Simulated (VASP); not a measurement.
CdSe (Cadmoselite):

```xyz
4
Lattice="4.3000 0.0000 0.0000 -2.1500 3.7239 0.0000 0.0000 0.0000 7.0200" Properties=species:S:1:pos:R:3 pbc="T T T"
Cd    0.0000    2.4826    0.0000
Cd    2.1500    1.2413    3.5100
Se    0.0000    2.4826    2.7027
Se    2.1500    1.2413    6.2127
```

* Program: VASP 6.6.1
* Task: relaxation of cell and atoms
* Functional: PBE
* Potentials or basis: VASP PAW PBE potentials, release 64 (Cd, Se)
* Cutoff: 600 eV
* k mesh: 9 × 9 × 4
* Occupations: gaussian, width 0.02 eV
* Spin: no spin polarisation

At the start: pressure 3.3 GPa; volume 28.10 Å³/atom.

Where does the relaxation end?

Over 12 steps the energy falls by 21.9 meV/atom and the volume is 29.90 Å³/atom (+6.4 %); space group P6_3mc (No. 186, to 0.05 Å).

Step by step:
| step | energy change (eV) | largest force (eV/Å) | pressure (GPa) | volume (Å³) |
| --- | --- | --- | --- | --- |
| 1 | 0.0000 | 0.2908 | 3.29 | 112.41 |
| 2 | -0.0772 | 0.0485 | -0.87 | 122.06 |
| 3 | -0.0835 | 0.0925 | -0.07 | 119.80 |
| 4 | -0.0835 | 0.0893 | -0.13 | 119.95 |
| 5 | -0.0849 | 0.0565 | -0.06 | 119.77 |
| 6 | -0.0857 | 0.0070 | 0.03 | 119.52 |
| 7 | -0.0869 | 0.0087 | 0.04 | 119.50 |
| 8 | -0.0877 | 0.0114 | 0.05 | 119.45 |
| 9 | -0.0877 | 0.0003 | -0.04 | 119.70 |
| 10 | -0.0877 | 0.0037 | -0.01 | 119.63 |
| 11 | -0.0877 | 0.0034 | -0.01 | 119.63 |
| 12 | -0.0877 | 0.0005 | 0.00 | 119.59 |

Final structure:
```
Cd Se
1.0
     4.38993    0.00000    0.00000
    -2.19497    3.80179    0.00000
     0.00000    0.00000    7.16571
Cd Se
2 2
Direct
  0.33333 0.66667 0.00464
  0.66667 0.33333 0.50464
  0.33333 0.66667 0.38036
  0.66667 0.33333 0.88036
```
